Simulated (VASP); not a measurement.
Calculation: SCAN meta-GGA, VASP's PBE PAW potentials (set 64) (plane waves; VASP).

Input for VASP

POSCAR:
```
CsSnI3
12.4418920
  0.5000000107   0.0000000000   0.0000000000
  0.0000000000   0.5000000107   0.0000000000
  0.0000000000   0.0000000000   0.5000000107
Cs I Sn
1 3 1
direct
  0.0000000000   0.0000000000   0.0000000000
  0.0000000000   0.5000000000   0.5000000000
  0.5000000000   0.0000000000   0.5000000000
  0.5000000000   0.5000000000   0.0000000000
  0.5000000000   0.5000000000   0.5000000000
```

### KPOINTS
```
Automatic mesh
0
Gamma
8 8 8
0 0 0
```

**INCAR**
```
! general
SYSTEM   =  CsSnI3
PREC     =  Accurate
ENCUT    =  400
LREAL    =  F
LASPH    =  T
NBANDS   =  78

! electronic loop
EDIFF    =  1E-7
NELM     =  100
ALGO     =  Normal
LMAXMIX  =  4
LMIXTAU  =  T

! smearing
ISMEAR   =  0
SIGMA    =  0.01

! functional
METAGGA  =  SCAN

! output
LWAVE    =  F
LCHARG   =  F
NEDOS    =  1001

! other
LOPTICS  =  T
LPEAD    =  T
CSHIFT   =  0.1
```

POTCAR, in this order: Cs_sv I Sn_d (PBE.64 set). Program: vasp_std.

Output of the run:

### OUTCAR
```
 ion  position               nearest neighbor table
   1  0.000  0.000  0.000-
   2  0.000  0.500  0.500-   5 3.11   5 3.11
   3  0.500  0.000  0.500-   5 3.11   5 3.11
   4  0.500  0.500  0.000-   5 3.11   5 3.11
   5  0.500  0.500  0.500-   2 3.11   3 3.11   4 3.11   4 3.11   3 3.11   2 3.11
  LATTYP: Found a simple cubic cell.
 ALAT       =     6.2209461336
 Subroutine PRICEL returns:
 Original cell was already a primitive cell.
 Subroutine GETGRP returns: Found 48 space group operations
The static configuration has the point symmetry O_h .
The dynamic configuration has the point symmetry O_h .
 Subroutine INISYM returns: Found 48 space group operations
 Subroutine IBZKPT returns following result:
 Found     35 irreducible k-points:

 Following reciprocal coordinates:
            Coordinates               Weight
  0.000000  0.000000  0.000000      1.000000
  0.125000  0.000000  0.000000      6.000000
  0.250000  0.000000  0.000000      6.000000
  0.375000  0.000000  0.000000      6.000000
  0.500000  0.000000  0.000000      3.000000
  0.125000  0.125000  0.000000     12.000000
  0.250000  0.125000  0.000000     24.000000
  0.375000  0.125000  0.000000     24.000000
  0.500000  0.125000  0.000000     12.000000
  0.250000  0.250000  0.000000     12.000000
  0.375000  0.250000  0.000000     24.000000
  0.500000  0.250000  0.000000     12.000000
  0.375000  0.375000  0.000000     12.000000
  0.500000  0.375000  0.000000     12.000000
  0.500000  0.500000  0.000000      3.000000
  0.125000  0.125000  0.125000      8.000000
  0.250000  0.125000  0.125000     24.000000
  0.375000  0.125000  0.125000     24.000000
  0.500000  0.125000  0.125000     12.000000
  0.250000  0.250000  0.125000     24.000000
  0.375000  0.250000  0.125000     48.000000
  0.500000  0.250000  0.125000     24.000000
  0.375000  0.375000  0.125000     24.000000
  0.500000  0.375000  0.125000     24.000000
  0.500000  0.500000  0.125000      6.000000
  0.250000  0.250000  0.250000      8.000000
  0.375000  0.250000  0.250000     24.000000
  0.500000  0.250000  0.250000     12.000000
  0.375000  0.375000  0.250000     24.000000
  0.500000  0.375000  0.250000     24.000000
  0.500000  0.500000  0.250000      6.000000
  0.375000  0.375000  0.375000      8.000000
  0.500000  0.375000  0.375000     12.000000
  0.500000  0.500000  0.375000      6.000000
  0.500000  0.500000  0.500000      1.000000
 Subroutine IBZKPT_HF returns following result:
   k-points           NKPTS =     35   k-points in BZ     NKDIM =     35   number of bands    NBANDS=     78
   number of dos      NEDOS =   1001   number of ions     NIONS =      5
   total plane-waves  NPLWV =  74088
   dimension x,y,z NGX =    42 NGY =   42 NGZ =   42
   dimension x,y,z NGXF=    84 NGYF=   84 NGZF=   84
   ions per type =               1   3   1
   PREC   = accura    normal or accurate (medium, high low for compatibility)
   ISTART =      0    job   : 0-new  1-cont  2-samecut
   ICHARG =      2    charge: 1-file 2-atom 10-const
   ISPIN  =      1    spin polarized calculation?
   LNONCOLLINEAR =      F non collinear calculations
   LSORBIT =      F    spin-orbit coupling
   INIWAV =      1    electr: 0-lowe 1-rand  2-diag
   ENCUT  =  400.0 eV  29.40 Ry    5.42 a.u.  10.14 10.14 10.14*2*pi/ulx,y,z
   NELM   =    100;   NELMIN=  2; NELMDL= -5     # of ELM steps
   EDIFF  = 0.1E-06   stopping-criterion for ELM
   LREAL  =      F    real-space projection
   NLSPLINE    = F    spline interpolate recip. space projectors
   LMAXMIX     =    4 max onsite mixed and CHGCAR
   VOSKOWN=      0    Vosko Wilk Nusair interpolation
...
```

OSZICAR:
```
       N       E                     dE             d eps       ncg     rms          rms(c)
DAV:   1     0.126358660963E+03    0.12636E+03   -0.13351E+04  5518   0.436E+02
DAV:   2    -0.146769101169E+03   -0.27313E+03   -0.24529E+03  6004   0.133E+02
DAV:   3    -0.194586657586E+03   -0.47818E+02   -0.46322E+02  6376   0.570E+01
DAV:   4    -0.196359814590E+03   -0.17732E+01   -0.17696E+01  6586   0.116E+01
DAV:   5    -0.196404396544E+03   -0.44582E-01   -0.44577E-01  7232   0.185E+00    0.313E+00
DAV:   6    -0.192438913203E+03    0.39655E+01   -0.75277E-01  6458   0.385E+00    0.267E+00
DAV:   7    -0.187561021654E+03    0.48779E+01   -0.50873E-01  6026   0.192E+00    0.119E+00
DAV:   8    -0.188356557382E+03   -0.79554E+00   -0.22751E-01  5834   0.139E+00    0.576E-01
DAV:   9    -0.188700612888E+03   -0.34406E+00   -0.24658E-01  5774   0.146E+00    0.703E-01
DAV:  10    -0.188883963635E+03   -0.18335E+00   -0.25644E-01  5652   0.169E+00    0.545E-01
DAV:  11    -0.188352413326E+03    0.53155E+00   -0.30955E-01  5532   0.190E+00    0.217E-01
DAV:  12    -0.188749057226E+03   -0.39664E+00   -0.13233E-01  5478   0.116E+00    0.216E-01
DAV:  13    -0.188740993066E+03    0.80642E-02   -0.12280E-02  6250   0.325E-01    0.948E-02
DAV:  14    -0.188748962920E+03   -0.79699E-02   -0.39203E-03  5942   0.176E-01    0.114E-01
DAV:  15    -0.188753194717E+03   -0.42318E-02   -0.19686E-03  5850   0.147E-01    0.651E-02
DAV:  16    -0.188753143018E+03    0.51699E-04   -0.47383E-03  5802   0.204E-01    0.320E-02
DAV:  17    -0.188756816620E+03   -0.36736E-02   -0.89653E-03  5724   0.297E-01    0.316E-02
DAV:  18    -0.188756912119E+03   -0.95498E-04   -0.15459E-03  5790   0.113E-01    0.305E-02
DAV:  19    -0.188757107769E+03   -0.19565E-03   -0.25635E-04  6208   0.468E-02    0.306E-02
DAV:  20    -0.188757117992E+03   -0.10224E-04   -0.16037E-04  5932   0.408E-02    0.794E-03
DAV:  21    -0.188757121448E+03   -0.34555E-05   -0.72113E-05  5834   0.258E-02    0.165E-02
DAV:  22    -0.188757124498E+03   -0.30497E-05   -0.30315E-05  5914   0.162E-02    0.762E-03
DAV:  23    -0.188757127889E+03   -0.33913E-05   -0.38588E-05  5854   0.184E-02    0.290E-03
DAV:  24    -0.188757154454E+03   -0.26565E-04   -0.47645E-05  5778   0.213E-02    0.116E-03
DAV:  25    -0.188757152478E+03    0.19757E-05   -0.22029E-06  6292   0.516E-03    0.158E-03
DAV:  26    -0.188757152250E+03    0.22778E-06   -0.30638E-08  6142   0.534E-04    0.155E-03
DAV:  27    -0.188757152177E+03    0.73153E-07   -0.27203E-08  5194   0.579E-04
   1 F= -.18875715E+03 E0= -.18875715E+03  d E =-.448997E-15
 imaginary and real dielectric function
```

### OUTCAR
```
------------------------ aborting loop because EDIFF is reached ----------------------------------------
  FORCE on cell =-STRESS in cart. coord.  units (eV):
  Direction    XX          YY          ZZ          XY          YZ          ZX
  --------------------------------------------------------------------------------------
  Total       -0.3386637     -0.3386637     -0.3386637      0.0000000      0.0000000     -0.0000000
  in kB       -2.2537718     -2.2537718     -2.2537718      0.0000000      0.0000000     -0.0000000
  external PRESSURE =      -2.2537718 kB  Pullay stress =       0.0000000 kB
  volume of cell :      240.75
      direct lattice vectors                 reciprocal lattice vectors
     6.220946134  0.000000000  0.000000000     0.160747253  0.000000000  0.000000000
     0.000000000  6.220946134  0.000000000     0.000000000  0.160747253  0.000000000
     0.000000000  0.000000000  6.220946134     0.000000000  0.000000000  0.160747253
 POSITION                                       TOTAL-FORCE (eV/Angst)
 -----------------------------------------------------------------------------------
      0.00000      0.00000      0.00000         0.000000      0.000000      0.000000
      0.00000      3.11047      3.11047         0.000000      0.000000      0.000000
      3.11047      0.00000      3.11047         0.000000      0.000000      0.000000
      3.11047      3.11047      0.00000         0.000000      0.000000      0.000000
      3.11047      3.11047      3.11047         0.000000      0.000000      0.000000
 -----------------------------------------------------------------------------------
    total drift:                                0.000000     -0.000000     -0.000000
  FREE ENERGIE OF THE ION-ELECTRON SYSTEM (eV)
  ---------------------------------------------------
  free  energy   TOTEN  =      -188.7571521770 eV

  energy  without entropy=     -188.7571521770  energy(sigma->0) =     -188.75715218

 plasma frequency squared (from intraband transitions) (eV^2)
  --------------------------------------------------------------------------------------
       0.000       0.000       0.000
       0.000       0.000       0.000
       0.000       0.000       0.000

 plasma frequency squared (from interband transitions, int dw w eps(2)(w)) (eV^2)
  --------------------------------------------------------------------------------------
     214.222       0.000       0.000       0.000       0.000      -0.000
       0.000      -0.000     214.222       0.000       0.000       0.000
       0.000       0.000       0.000      -0.000     214.222       0.000
```
(Selected blocks of OUTCAR.)

The dielectric response may not be converged in the k-mesh; for small gaps it tends to come out too large.

The structure comes from a measured CsSnI3 entry (Pm-3m) of the Crystallography Open Database, whose conditions weren't checked. It was relaxed first.
